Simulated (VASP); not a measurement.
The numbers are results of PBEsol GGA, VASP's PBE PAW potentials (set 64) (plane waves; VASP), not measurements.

VASP input:

### INCAR
```
ALGO=Normal
EDIFF=1E-6
EDIFFG=-0.02
ENCUT=500
GGA=PS
IBRION=2
ISIF=3
ISMEAR=1
ISPIN=2
LASPH=.True.
LCHARG=.False.
LMAXMIX=4
LORBIT=10
LREAL=.False.
LWAVE=.False.
MAGMOM=1.6 1.6
NELM=100
NSW=40
PREC=Accurate
PSTRESS=100
SIGMA=0.1
SYSTEM=Co
```

File POSCAR:
```
Co
1
    1.2122270622    -2.0996390828    -0.0000000000
    1.2122270622     2.0996390828     0.0000000000
   -0.0000000000     0.0000000000     3.9117634008
Co
2
Direct
  0.3333330000   0.6666670000   0.2500000000
  0.6666670000   0.3333330000   0.7500000000
```

File KPOINTS:
```
Regular mesh
0
G
 17 17 9
0 0 0
```

POTCAR, in this order: Co (PBE.64 set). Program: vasp_std.

The resulting files:

### OUTCAR
```
 ion  position               nearest neighbor table
   1  0.333  0.667  0.250-   2 2.41   2 2.41   2 2.41   2 2.41   2 2.41   2 2.41
   2  0.667  0.333  0.750-   1 2.41   1 2.41   1 2.41   1 2.41   1 2.41   1 2.41
  LATTYP: Found a hexagonal cell.
 ALAT       =     2.4244543156
 C/A-ratio  =     1.6134613780
 Subroutine PRICEL returns:
 Original cell was already a primitive cell.
 Subroutine GETGRP returns: Found 24 space group operations
The static configuration has the point symmetry D_3d.
 The point group associated with its full space group is D_6h.
The dynamic configuration has the point symmetry D_3d.
The overall configuration has the point symmetry D_3d.
 Subroutine INISYM returns: Found 24 space group operations
 Subroutine IBZKPT returns following result:
 Found    165 irreducible k-points:

 Following reciprocal coordinates:
            Coordinates               Weight
  0.000000  0.000000  0.000000      1.000000
  0.058824  0.000000  0.000000      6.000000
  0.117647  0.000000  0.000000      6.000000
  0.176471  0.000000  0.000000      6.000000
  0.235294  0.000000  0.000000      6.000000
  0.294118  0.000000  0.000000      6.000000
...
```

File OSZICAR:
```
       N       E                     dE             d eps       ncg     rms          rms(c)
DAV:   1     0.774280107360E+02    0.77428E+02   -0.81250E+03 10148   0.157E+03
DAV:   2    -0.158007591909E+02   -0.93229E+02   -0.86198E+02  9928   0.256E+02
DAV:   3    -0.179325131810E+02   -0.21318E+01   -0.20746E+01 11979   0.546E+01
DAV:   4    -0.179661851063E+02   -0.33672E-01   -0.33664E-01 14186   0.526E+00
DAV:   5    -0.179664595963E+02   -0.27449E-03   -0.27448E-03 12317   0.455E-01    0.172E+01
DAV:   6    -0.158078670762E+02    0.21586E+01   -0.13776E+01 10859   0.778E+01    0.718E+00
DAV:   7    -0.154931461512E+02    0.31472E+00   -0.17200E+00 11370   0.261E+01    0.411E+00
DAV:   8    -0.154669640989E+02    0.26182E-01   -0.18474E-02 14065   0.153E+00    0.210E+00
DAV:   9    -0.154491998753E+02    0.17764E-01   -0.39109E-03 14947   0.113E+00    0.671E-01
DAV:  10    -0.154493091942E+02   -0.10932E-03   -0.17801E-03 13680   0.666E-01    0.117E-01
DAV:  11    -0.154493277369E+02   -0.18543E-04   -0.82252E-05 12140   0.144E-01    0.397E-02
DAV:  12    -0.154493232502E+02    0.44867E-05   -0.53603E-06 12227   0.302E-02    0.187E-02
DAV:  13    -0.154493218099E+02    0.14402E-05   -0.17640E-06  6858   0.219E-02    0.942E-03
DAV:  14    -0.154493221498E+02   -0.33984E-06   -0.61885E-07  6077   0.114E-02
   1 F= -.14206467E+02 E0= -.14206494E+02  d E =-.142065E+02  mag=     3.0913
```

**OUTCAR**
```
------------------------ aborting loop because EDIFF is reached ----------------------------------------
  FORCE on cell =-STRESS in cart. coord.  units (eV):
  Direction    XX          YY          ZZ          XY          YZ          ZX
  --------------------------------------------------------------------------------------
  Total        1.2137138      1.2137140      1.2710909      0.0000000      0.0000000      0.0000000
  in kB       97.6552662     97.6552867    102.2718237      0.0000000      0.0000000      0.0000000
  external PRESSURE =      -0.8058745 kB  Pullay stress =     100.0000000 kB
  volume of cell :       19.91
      direct lattice vectors                 reciprocal lattice vectors
     1.212227062 -2.099639083  0.000000000     0.412463981 -0.238136165  0.000000000
     1.212227062  2.099639083  0.000000000     0.412463981  0.238136165  0.000000000
     0.000000000  0.000000000  3.911763401     0.000000000  0.000000000  0.255639183
 POSITION                                       TOTAL-FORCE (eV/Angst)
 -----------------------------------------------------------------------------------
      1.21223      0.69988      0.97794         0.000000      0.000000      0.000000
      1.21223     -0.69988      2.93382        -0.000000     -0.000000      0.000000
 -----------------------------------------------------------------------------------
    total drift:                                0.000022     -0.000009     -0.000030
  FREE ENERGIE OF THE ION-ELECTRON SYSTEM (eV)
  ---------------------------------------------------
  free  energy   TOTEN  =       -15.4493221498 eV

  energy  without entropy=      -15.4494044104  energy(sigma->0) =      -15.44934957
  enthalpy is  TOTEN    =       -14.2064667154 eV   P V=        1.2428554343

 total charge

# of ion       s       p       d       tot
------------------------------------------
    1        0.527   0.605   7.322   8.454
    2        0.527   0.605   7.322   8.454
--------------------------------------------------
tot          1.054   1.209  14.645  16.908

 magnetization (x)

# of ion       s       p       d       tot
------------------------------------------
    1       -0.015  -0.050   1.609   1.544
    2       -0.015  -0.050   1.609   1.544
--------------------------------------------------
tot         -0.030  -0.100   3.219   3.089

 reached required accuracy - stopping structural energy minimisation
```
(Selected blocks of OUTCAR.)

### OUTCAR
```
 val. band max:       11.3263088309   @ k =   0.1176   0.0000   0.2222

 cond. band min:      11.3421303794   @ k =   0.1176   0.0588   0.2222


 Fermi energy:        11.3303869709

 spin component 1

 k-point     1 :       0.0000    0.0000    0.0000
  band No.  band energies     occupation
      1       1.8476      1.00000
      2       5.7701      1.00000
      3       8.6327      1.00000
      4       8.6439      1.00000
      5       8.6439      1.00000
      6       9.0104      1.00000
      7       9.0104      1.00000
      8       9.4054      1.00000
      9       9.4054      1.00000
     10      10.6797      1.00000
     11      10.6797      1.00000
     12      11.1846      1.02946
     13      18.5121      0.00000
     14      33.9481      0.00000
     15      37.3329      0.00000

 k-point     2 :       0.0588    0.0000    0.0000
  band No.  band energies     occupation
      1       1.9775      1.00000
      2       5.8511      1.00000
      3       8.4591      1.00000
      4       8.7088      1.00000
      5       8.7975      1.00000
      6       8.9782      1.00000
      7       9.0679      1.00000
      8       9.3306      1.00000
      9       9.3632      1.00000
     10      10.0059      1.00000
     11      10.6984      1.00000
     12      12.0152     -0.00000
     13      18.5289      0.00000
     14      33.2071      0.00000
     15      35.3581      0.00000

 k-point     3 :       0.1176    0.0000    0.0000
  band No.  band energies     occupation
      1       2.3601      1.00000
      2       6.0747      1.00000
      3       8.2433      1.00000
      4       8.8544      1.00000
      5       8.8981      1.00000
      6       8.9262      1.00000
      7       9.0117      1.00000
      8       9.2347      1.00000
      9       9.2493      1.00000
     10       9.5095      1.00000
     11      10.7450      1.00000
     12      13.1650     -0.00000
     13      18.5851      0.00000
...
```

The compound is Co in the hcp structure. It was relaxed first under an external pressure of 10 GPa.
